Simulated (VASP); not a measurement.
VASP input:

**POSCAR**
```
RuAl
1
    0.0000000000     2.9900000000     0.0000000000
    2.9900000000     0.0000000000     0.0000000000
    0.0000000000     0.0000000000     2.9900000000
Al Ru
1 1
Direct
  0.5000000000   0.5000000000   0.5000000000
  0.0000000000   0.0000000000   0.0000000000
```

INCAR:
```
SYSTEM = RuAl
PREC = Accurate
ENCUT = 400
EDIFF = 1E-6
NELM = 100
ALGO = Normal
LREAL = .FALSE.
LASPH = .TRUE.
ISMEAR = 1
SIGMA = 0.1
GGA = PE
LMAXMIX = 4
LWAVE = .FALSE.
LCHARG = .FALSE.
ISIF = 2
```

### KPOINTS
```
Automatic mesh
0
Gamma
9 9 9
0 0 0
```

POTCAR, in this order: Al Ru_pv (PBE.64 set). Program: vasp_std.

The resulting files:

File standard output:
```
 -----------------------------------------------------------------------------
|                                                                             |
|     EEEEEEE  RRRRRR   RRRRRR   OOOOOOO  RRRRRR      ###     ###     ###     |
|     E        R     R  R     R  O     O  R     R     ###     ###     ###     |
|     E        R     R  R     R  O     O  R     R     ###     ###     ###     |
|     EEEEE    RRRRRR   RRRRRR   O     O  RRRRRR       #       #       #      |
|     E        R   R    R   R    O     O  R   R                               |
|     E        R    R   R    R   O     O  R    R      ###     ###     ###     |
|     EEEEEEE  R     R  R     R  OOOOOOO  R     R     ###     ###     ###     |
|                                                                             |
|     ERROR: the triple product of the basis vectors is negative exchange     |
|     two basis vectors                                                       |
|                                                                             |
|       ---->  I REFUSE TO CONTINUE WITH THIS SICK JOB ... BYE!!! <----       |
|                                                                             |
 -----------------------------------------------------------------------------
```

Problem. From input and log, find the fault in this run and mend it.

Solution. The cause: the lattice vectors form a left-handed set. VASP stops with an error: ERROR: the triple product of the basis vectors is negative exchange two basis vectors ----> I REFUSE TO CONTINUE WITH THIS SICK JOB ... BYE!!! <---- To mend it, correct POSCAR.
POSCAR:
```
RuAl
1
    2.9900000000     0.0000000000     0.0000000000
    0.0000000000     2.9900000000     0.0000000000
    0.0000000000     0.0000000000     2.9900000000
Al Ru
1 1
Direct
  0.5000000000   0.5000000000   0.5000000000
  0.0000000000   0.0000000000   0.0000000000
```
The mended run (PBE GGA, plane waves, VASP's PBE PAW potentials (set 64)) converges, and its OSZICAR ends with
```
   1 F= -.14249637E+02 E0= -.14249251E+02  d E =-.115716E-02
```

The compound is RuAl in the CsCl type structure. The cell was not relaxed at this level.
